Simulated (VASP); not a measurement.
# LiIn (Fd-3m) in VASP: density of states with LDA

Aim: the density of states of LiIn with LDA.

Everything below comes from runs of VASP 6.6.1. Logs are shortened: lines on timing, memory, paths and dates and some standing lists are left out, and cuts for length are marked.

### Step 1. The structure

Symmetry: Fd-3m, No. 227, cubic system. Conventional cell: a = 6.766 Å, b = 6.766 Å, c = 6.766 Å, α = 90.00°, β = 90.00°, γ = 90.00°. In (site symmetry -43m) has 4 In at 2.93 Å and 4 Li at 2.93 Å as nearest neighbours. Around Li (site symmetry -43m) lie 4 In at 2.93 Å and 4 Li at 2.93 Å.

### Step 2. Density of states, LDA

The input, POSCAR:

```
LiIn
1.0
    0.0000000000      3.3830485100      3.3830485100
    3.3830485100      0.0000000000      3.3830485100
    3.3830485100      3.3830485100      0.0000000000
In Li
2 2
Direct
    0.0000000000      0.0000000000      0.0000000000
    0.2500000000      0.2500000000      0.2500000000
    0.5000000000      0.5000000000      0.5000000000
    0.7500000000      0.7500000000      0.7500000000
```

The input, INCAR.step1:

```
PREC = Accurate
ENCUT = 520
EDIFF = 1E-6
ISMEAR = -1
SIGMA = 0.1
LREAL = F
LASPH = T
NELM = 100
ALGO = Fast
ISIF = 2
LWAVE = F
LCHARG = T
GGA = CA
NBANDS = 24
```

The input, KPOINTS.step1:

```
regular mesh
0
Gamma
  9 9 9
```

The input, INCAR.step2:

```
PREC = Accurate
ENCUT = 520
EDIFF = 1E-6
ISMEAR = -5
SIGMA = 0.1
LREAL = F
LASPH = T
NELM = 100
ALGO = Fast
ISIF = 2
LWAVE = F
LCHARG = F
GGA = CA
LORBIT = 11
NBANDS = 24
NEDOS = 2001
ICHARG = 11
```

The input, KPOINTS.step2:

```
regular mesh
0
Gamma
  14 14 14
```

Potentials or basis: VASP PAW LDA potentials, release 64 (In_d, Li_sv).

On the command line:

```sh
> cat potpaw_LDA.64/In_d/POTCAR potpaw_LDA.64/Li_sv/POTCAR > POTCAR
> cp INCAR.step1 INCAR
> cp KPOINTS.step1 KPOINTS
> mpirun -np 1 vasp_std > vasp.out
> cp INCAR.step2 INCAR
> cp KPOINTS.step2 KPOINTS
> mpirun -np 1 vasp_std > vasp.out
```

OUTCAR:

```text
PREC = Accurate
   ENCUT = 520
   EDIFF = 1E-6
   ISMEAR = -5
   LREAL = F
   LASPH = T
   NELM = 100
   ISIF = 2
   GGA = CA
   LORBIT = 11
   ICHARG = 11

 ion  position               nearest neighbor table
   1  0.000  0.000  0.000-   4 2.93   4 2.93   4 2.93   2 2.93   4 2.93   2 2.93   2 2.93   2 2.93

   2  0.250  0.250  0.250-   1 2.93   1 2.93   1 2.93   1 2.93   3 2.93   3 2.93   3 2.93   3 2.93

   3  0.500  0.500  0.500-   2 2.93   2 2.93   2 2.93   2 2.93
   4  0.750  0.750  0.750-   1 2.93   1 2.93   1 2.93   1 2.93

  LATTYP: Found a face centered cubic cell.
 ALAT       =     6.7660970200

  Lattice vectors:

 A1 = (   0.0000000000,   3.3830485100,   3.3830485100)
 A2 = (   3.3830485100,   0.0000000000,   3.3830485100)
 A3 = (   3.3830485100,   3.3830485100,   0.0000000000)

Analysis of symmetry for initial positions (statically):
=====================================================================
 Subroutine PRICEL returns:
 Original cell was already a primitive cell.

 Routine SETGRP: Setting up the symmetry group for a
 face centered cubic supercell.

 Subroutine GETGRP returns: Found 48 space group operations
 (whereof 24 operations were pure point group operations)
 out of a pool of 48 trial point group operations.

The static configuration has the point symmetry T_d .
 The point group associated with its full space group is O_h .

Analysis of symmetry for dynamics (positions and initial velocities):
=====================================================================
 Subroutine PRICEL returns:
 Original cell was already a primitive cell.

 Routine SETGRP: Setting up the symmetry group for a
 face centered cubic supercell.

 Subroutine GETGRP returns: Found 48 space group operations
 (whereof 24 operations were pure point group operations)
 out of a pool of 48 trial point group operations.

The dynamic configuration has the point symmetry T_d .
 The point group associated with its full space group is O_h .

 Subroutine INISYM returns: Found 48 space group operations
 (whereof 24 operations are pure point group operations),
 and found     1 'primitive' translations

----------------------------------------------------------------------------------------

                                     Primitive cell

  volume of cell :      77.4381

  direct lattice vectors                    reciprocal lattice vectors
     0.000000000  3.383048510  3.383048510    -0.147795693  0.147795693  0.147795693
     3.383048510  0.000000000  3.383048510     0.147795693 -0.147795693  0.147795693
     3.383048510  3.383048510  0.000000000     0.147795693  0.147795693 -0.147795693

  length of vectors
     4.784353085  4.784353085  4.784353085     0.255989650  0.255989650  0.255989650

  position of ions in fractional coordinates (direct lattice)
     0.000000000  0.000000000  0.000000000
     0.250000000  0.250000000  0.250000000
     0.500000000  0.500000000  0.500000000
     0.750000000  0.750000000  0.750000000

  ion indices of the primitive-cell ions
   primitive index   ion index
                 1           1
                 2           2
                 3           3
                 4           4

----------------------------------------------------------------------------------------

 KPOINTS: regular mesh

Automatic generation of k-mesh.
 Grid dimensions read from file:
 generate k-points for:   14   14   14

 Generating k-lattice:

  Cartesian coordinates                     Fractional coordinates (reciprocal lattice)
    -0.010556835  0.010556835  0.010556835     0.071428571  0.000000000  0.000000000
     0.010556835 -0.010556835  0.010556835     0.000000000  0.071428571  0.000000000
     0.010556835  0.010556835 -0.010556835     0.000000000  0.000000000  0.071428571

  Length of vectors
     0.018284975  0.018284975  0.018284975

  Shift w.r.t. Gamma in fractional coordinates (k-lattice)
     0.000000000  0.000000000  0.000000000

 TETIRR: Found    389 inequivalent tetrahedra from    16464

 Subroutine IBZKPT returns following result:
 ===========================================

 Found    104 irreducible k-points:

 Following reciprocal coordinates:
            Coordinates               Weight
  0.000000  0.000000  0.000000      1.000000
  0.071429  0.000000  0.000000      8.000000
  0.142857  0.000000  0.000000      8.000000
  0.214286  0.000000  0.000000      8.000000
  0.285714  0.000000  0.000000      8.000000
  0.357143  0.000000  0.000000      8.000000
[... 16 lines left out ...]
  0.214286  0.142857  0.000000     24.000000
  0.285714  0.142857  0.000000     24.000000
 [... further k-points ...]
   k-points           NKPTS =    104   k-points in BZ     NKDIM =    104   number of bands    NBANDS=     24
   number of dos      NEDOS =   2001   number of ions     NIONS =      4
   total plane-waves  NPLWV =  46656
   dimension x,y,z NGX =    36 NGY =   36 NGZ =   36
   dimension x,y,z NGXF=    72 NGYF=   72 NGZF=   72
   ions per type =               2   2
   NGX,Y,Z   is equivalent  to a cutoff of  12.51, 12.51, 12.51 a.u.
   NGXF,Y,Z  is equivalent  to a cutoff of  25.02, 25.02, 25.02 a.u.
 SYSTEM =  unknown system
   PREC   = accura    normal or accurate (medium, high low for compatibility)
   ISTART =      0    job   : 0-new  1-cont  2-samecut
   ICHARG =     11    charge: 1-file 2-atom 10-const
   ISPIN  =      1    spin polarized calculation?
   LNONCOLLINEAR =      F non collinear calculations
   LSORBIT =      F    spin-orbit coupling
   LASPH  =      T    aspherical Exc in radial PAW
   ENCUT  =  520.0 eV  38.22 Ry    6.18 a.u.   8.90  8.90  8.90*2*pi/ulx,y,z
   NELM   =    100;   NELMIN=  2; NELMDL=  0     # of ELM steps
   EDIFF  = 0.1E-05   stopping-criterion for ELM
   LREAL  =      F    real-space projection
   EDIFFG = 0.1E-04   stopping-criterion for IOM
   NSW    =      0    number of steps for IOM
   IBRION =     -1    ionic relax: 0-MD 1-quasi-New 2-CG
   NFREE  =      0    steps in history (QN), initial steepest desc. (CG)
   ISIF   =      2    stress and relaxation
   ISYM   =      2    0-nonsym 1-usesym 2-fastsym
   POTIM  = 0.5000    time-step for ionic-motion
   TEBEG  =    0.0;   TEEND  =   0.0 temperature during run
   PSTRESS=    0.0 pullay stress
   NELECT =      32.0000    total number of electrons
   NUPDOWN=      -1.0000    fix difference up-down
   EMIN   =  10.00;   EMAX   =-10.00  energy-range for DOS
   EFERMI =   0.00;   METHOD = LEGACY
   ISMEAR =    -5;   SIGMA  =   0.10  broadening in eV -4-tet -1-fermi 0-gaus
   EFERMI_NEDOS =   21; number of points for ismear=-14 and -15
   IALGO  =     68    algorithm
   IMIX   =      4    mixing-type and parameters
     AMIX     =   0.40;   BMIX     =  1.00
     AMIX_MAG =   1.60;   BMIX_MAG =  1.00
  volume/ion in A,a.u.               =      19.36       130.64
  Fermi-wavevector in a.u.,A,eV,Ry     =   1.219382  2.304299 20.230414  1.486894
  Thomas-Fermi vector in A             =   2.354636
   LORBIT       =     11    0 simple, 1 ext, 2 COOP (PROOUT), +10 PAW based schemes
   GGA     = CA    functional components
   LHFCALC =     F    Hartree Fock is set to
   AEXX    =    0.0000 exact exchange contribution
   IVDW    =     0    specifies the selected vdW correction
   LEPSILON=     F    determine dielectric tensor
   LRPA    =     F    only Hartree local field effects (RPA)
 non-spin polarized calculation
 RMM-DIIS sequential band-by-band and
 Fermi weights with tetrahedron method with Bloechl corrections
  energy-cutoff  :      520.00
  volume of cell :       77.44
 maximum number of plane-waves:      2112

 number of electron      31.9999996 magnetization

 Free energy of the ion-electron system (eV)
  ---------------------------------------------------
  ext. energy  EPLUGINS =         0.00000000
  ---------------------------------------------------
  free energy    TOTEN  =       -11.90105611 eV

  energy without entropy =      -11.90105611  energy(sigma->0) =      -11.90105611

 E-fermi :   6.5008     XC(G=0):  -9.7699

 val. band max:        6.9196001972   @ k =   0.0000   0.0000   0.0000
 cond. band min:       6.3815732870   @ k =   0.5000   0.0000   0.0000
 fundamental gap:     -0.5380269101
 Fermi energy:         6.5007636132

 k-point     1 :       0.0000    0.0000    0.0000
  band No.  band energies     occupation
      1     -40.1932      2.00000
      2     -40.1712      2.00000
      3      -8.8391      2.00000
      4      -8.8391      2.00000
      5      -8.8391      2.00000
      6      -8.7878      2.00000
[... 16 lines left out ...]
     23       9.7424      0.00000
     24      10.3047      0.00000

 k-point     2 :       0.0714    0.0000    0.0000
  band No.  band energies     occupation
      1     -40.1930      2.00000
      2     -40.1714      2.00000
      3      -8.8468      2.00000
      4      -8.8468      2.00000
      5      -8.8378      2.00000
      6      -8.7777      2.00000
[... 16 lines left out ...]
     23       9.8031      0.00000
     24      10.4868      0.00000

 k-point     3 :       0.1429    0.0000    0.0000
  band No.  band energies     occupation
      1     -40.1924      2.00000
      2     -40.1720      2.00000
      3      -8.8601      2.00000
      4      -8.8601      2.00000
      5      -8.8342      2.00000
      6      -8.7582      2.00000
[... 16 lines left out ...]
     23       9.9150      0.00000
     24      11.1619      0.00000
[... 514 lines left out ...]
 k-point    23 :       0.2143    0.1429    0.0000
  band No.  band energies     occupation
      1     -40.1913      2.00000
      2     -40.1730      2.00000
      3      -8.8763      2.00000
      4      -8.8583      2.00000
      5      -8.8478      2.00000
      6      -8.7504      2.00000
[... 16 lines left out ...]
     23      10.6887      0.00000
     24      11.7512      0.00000

 k-point    24 :       0.2857    0.1429    0.0000
  band No.  band energies     occupation
      1     -40.1903      2.00000
      2     -40.1740      2.00000
      3      -8.8896      2.00000
      4      -8.8667      2.00000
      5      -8.8362      2.00000
      6      -8.7337      2.00000
[... 16 lines left out ...]
     23      11.3517      0.00000
     24      12.9824      0.00000

 [... further k-points ...]

------------------------ aborting loop because EDIFF is reached ----------------------------------------

  FORCE on cell =-STRESS in cart. coord.  units (eV):
  Direction    XX          YY          ZZ          XY          YZ          ZX
  --------------------------------------------------------------------------------------
  -------------------------------------------------------------------------------------
  Total       -0.6780847     -0.6780847     -0.6780847      0.0000000      0.0000000      0.0000000
  in kB      -14.0294249    -14.0294249    -14.0294249      0.0000000      0.0000000      0.0000000
  external PRESSURE =     -14.0294249 kB  Pullay stress =       0.0000000 kB

 VOLUME and BASIS-vectors are now :
 -----------------------------------------------------------------------------
  energy-cutoff  :      520.00
  volume of cell :       77.44
      direct lattice vectors                 reciprocal lattice vectors
     0.000000000  3.383048510  3.383048510    -0.147795693  0.147795693  0.147795693
     3.383048510  0.000000000  3.383048510     0.147795693 -0.147795693  0.147795693
     3.383048510  3.383048510  0.000000000     0.147795693  0.147795693 -0.147795693

 POSITION                                       TOTAL-FORCE (eV/Angst)
 -----------------------------------------------------------------------------------
      0.00000      0.00000      0.00000         0.000000     -0.000000     -0.000000
      1.69152      1.69152      1.69152        -0.000000      0.000000      0.000000
      3.38305      3.38305      3.38305        -0.000000     -0.000000     -0.000000
      5.07457      5.07457      5.07457         0.000000      0.000000      0.000000
 -----------------------------------------------------------------------------------
    total drift:                                0.000000      0.000000      0.000000

  FREE ENERGIE OF THE ION-ELECTRON SYSTEM (eV)
  ---------------------------------------------------
  free  energy   TOTEN  =       -11.9010561102 eV

  energy  without entropy=      -11.9010561102  energy(sigma->0) =      -11.90105611

 total charge

# of ion       s       p       d       tot
------------------------------------------
    1        0.898   0.796   9.827  11.521
    2        0.898   0.796   9.827  11.521
    3        2.015   0.062   0.000   2.078
    4        2.015   0.062   0.000   2.078
--------------------------------------------------
tot          5.825   1.717  19.654  27.196
```

Wall time 6.4 min (1 thread of Intel Xeon Platinum 8375C at 2.90GHz (Ice Lake), shared host); peak memory 0.28 GiB.

Results:

```
Valence electrons inside the program's atomic spheres : In 11.52; Li 2.08
```

Levels at points of the mesh, in eV from the Fermi level:
```tsv
k point	band 12	band 13	band 14	band 15	band 16	band 17	band 18	band 19	band 20	band 21
(0.00, 0.00, 0.00)	-14.85	-9.48	0.42	0.57	0.57	0.57	0.94	0.94	0.94	3.24
(0.50, 0.00, 0.00)	-14.82	-7.91	-5.75	-0.91	-0.91	-0.12	0.86	0.86	3.61	6.50
(0.50, 0.50, 0.00)	-14.80	-6.52	-6.52	-2.95	-2.95	-0.11	-0.11	6.54	6.54	6.74
```

States per cell in windows of 0.5 eV (zero at the Fermi level; states under -8 eV left out):
```tsv
from (eV)	total	In1_p	In2_p	In1_s	In2_s	Li3_p	Li4_p
-8.0	0.57	0.01	0.01	0.14	0.14	0.00	0.00
-7.5	0.44	0.01	0.01	0.10	0.10	0.00	0.00
-7.0	0.19	0.01	0.01	0.04	0.04	0.00	0.00
-6.5	0.15	0.01	0.01	0.03	0.03	0.00	0.00
-6.0	0.63	0.04	0.04	0.12	0.12	0.00	0.00
-5.5	0.41	0.03	0.03	0.07	0.07	0.00	0.00
-5.0	0.26	0.02	0.02	0.04	0.04	0.00	0.00
-4.5	0.18	0.01	0.01	0.03	0.03	0.00	0.00
-4.0	0.48	0.06	0.06	0.02	0.02	0.00	0.00
-3.5	0.74	0.10	0.10	0.02	0.02	0.01	0.01
-3.0	0.88	0.13	0.13	0.02	0.02	0.01	0.01
-2.5	0.78	0.12	0.12	0.02	0.02	0.01	0.01
-2.0	0.60	0.09	0.09	0.01	0.01	0.01	0.01
-1.5	0.47	0.08	0.08	0.01	0.01	0.01	0.01
-1.0	0.26	0.05	0.05	0.01	0.01	0.00	0.00
-0.5	0.16	0.02	0.02	0.01	0.01	0.00	0.00
0.0	0.92	0.05	0.05	0.07	0.07	0.02	0.02
0.5	1.15	0.07	0.07	0.09	0.09	0.03	0.03
1.0	0.92	0.07	0.07	0.04	0.04	0.03	0.03
1.5	0.81	0.07	0.07	0.03	0.03	0.02	0.02
2.0	0.78	0.07	0.07	0.02	0.02	0.02	0.02
2.5	0.77	0.07	0.07	0.02	0.02	0.02	0.02
3.0	0.99	0.09	0.09	0.02	0.02	0.03	0.03
3.5	1.13	0.08	0.08	0.03	0.03	0.04	0.04
4.0	1.10	0.10	0.10	0.03	0.03	0.04	0.04
4.5	0.98	0.09	0.09	0.02	0.02	0.04	0.04
5.0	1.06	0.10	0.10	0.02	0.02	0.05	0.05
5.5	0.94	0.09	0.09	0.02	0.02	0.04	0.04
6.0	0.90	0.09	0.09	0.02	0.02	0.04	0.04
6.5	1.08	0.11	0.11	0.02	0.02	0.06	0.06
7.0	0.74	0.07	0.07	0.01	0.01	0.04	0.04
7.5	0.66	0.06	0.06	0.01	0.01	0.04	0.04
```

Caveat: the cutoff is under 1.25 times the usual one of these potentials, so pressure, stress and relaxed cells hold a basis-set (Pulay) error; tetrahedron occupations give inexact forces and stress in metals.
